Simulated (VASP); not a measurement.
Given:

```xyz
4
Lattice="4.1630 2.0746 2.0746 2.0746 4.1630 2.0746 2.0746 2.0746 4.1630" Properties=species:S:1:pos:R:3 pbc="T T T"
Ni     0.0000     0.0000     0.0000
Ni     4.1561     4.1561     4.1561
O      2.0781     2.0781     2.0781
O      6.2342     6.2342     6.2342
```
Starting moments (μB, in the order of the record's atoms Ni Ni O O): 1.4 -1.4 0.0 0.0.

Computed with TPSS meta-GGA, VASP's PBE PAW potentials (set 64) (plane waves; VASP). Numerical set-up: 520 eV cut-off, 10×10×10 Γ-centred mesh, tetrahedra with Blöchl corrections, potentials Ni O.

**Question.** What does the run give for the cell moment, energy per atom (σ→0), band gap (over mesh and band path) with the smallest direct gap where there is one?

**Answer.** 
```yaml
band gap (over mesh and band path): 1.33 eV
smallest direct gap (over mesh and band path): 1.61 eV
cell_moment: 0.00 μB
energy per atom (σ→0): -11.008 eV/atom
```

**Question.** Give the moment on each site (PAW-sphere projection).

**Answer.** 
| site | moment (μB) |
|---|---|
| Ni1 | 1.43 |
| Ni2 | -1.43 |
| O3 | 0.00 |
| O4 | 0.00 |

Only differences to runs with the same potentials and settings are physical.

The compound is NiO in the rock salt, AFM-II order structure. It was relaxed first.
